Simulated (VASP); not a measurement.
Consider the following.

```
CELL_PARAMETERS angstrom
      0.00000     2.14747     2.18193
      2.21137     0.00000     2.18193
      2.21137     2.14747     0.00000
ATOMIC_POSITIONS crystal
  Ti 0.00000 0.00000 0.00000
  C  0.48026 0.51974 0.51974
```

All values below come from PBE GGA + U (Dudarev), VASP's PBE PAW potentials (set 64) (plane waves; VASP 6.6.1). Settings: 520 eV cut-off, 13×13×13 Γ-centred mesh, first-order Methfessel-Paxton smearing of 0.10 eV, potentials Ti_sv C, U − J: Ti 1.00 eV.

### Question
Predict the energy per atom (σ→0), largest force, band gap (on the k-mesh) with the smallest direct gap where there is one.

### Answer

```json
{
 "band gap (on the k-mesh)": "none (metal, semimetal or under 0.01 eV)",
 "energy per atom (σ→0)": "-8.954 eV/atom",
 "largest_force": "0.678 eV/Å"
}
```

Only differences to runs with the same potentials and settings are physical.

The compound is TiC in the rock salt structure. The cell was not relaxed at this level, atoms are displaced from their ideal sites. The run is one of a series of settings (LDAU = .TRUE., LDAUJ = 0 0, LDAUL = 2 -1, LDAUTYPE = 2, LDAUU = 1.0 0 against the base run), some of them coarse on purpose.
